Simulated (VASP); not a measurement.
Crystal: GdN.

```
Gd N
1.0
     0.00000    2.53500    2.53500
     2.53500    0.00000    2.53500
     2.53500    2.53500    0.00000
Gd N
1 1
Cartesian
  0.0000 0.0000 0.0000
  2.5350 2.5350 2.5350
```

The cell comes from a database or a generator and needn't be the stable form of this composition.

Base run:

* Program: VASP 6.6.1
* Functional: PBE
* Potentials or basis: VASP PAW PBE potentials, release 64 (Gd, N)
* Cutoff: 520 eV
* k mesh: 10 × 10 × 10
* Occupations: fermi-dirac, width 0.05 eV
* Spin: collinear spin, ferromagnetic start
* Starting moments: [7.0, 0.0] μB
* Hubbard terms: Gd f U = 4 eV

Its results: pressure -5.7 GPa; net moment 7.00 μB per cell; site moments Gd +6.86; N -0.11 μB.

Q: The run is repeated on the same cell with these changes: hubbard terms from Gd f U = 4 eV to Gd f U = 8 eV. What comes out?

A: Pressure -4.9 GPa; net moment 7.00 μB per cell; site moments Gd +6.88; N -0.11 μB.

Caveats: a cell with one magnetic atom can't hold antiferromagnetic order, which such compounds often take.

Not every run made on this cell is shown here.
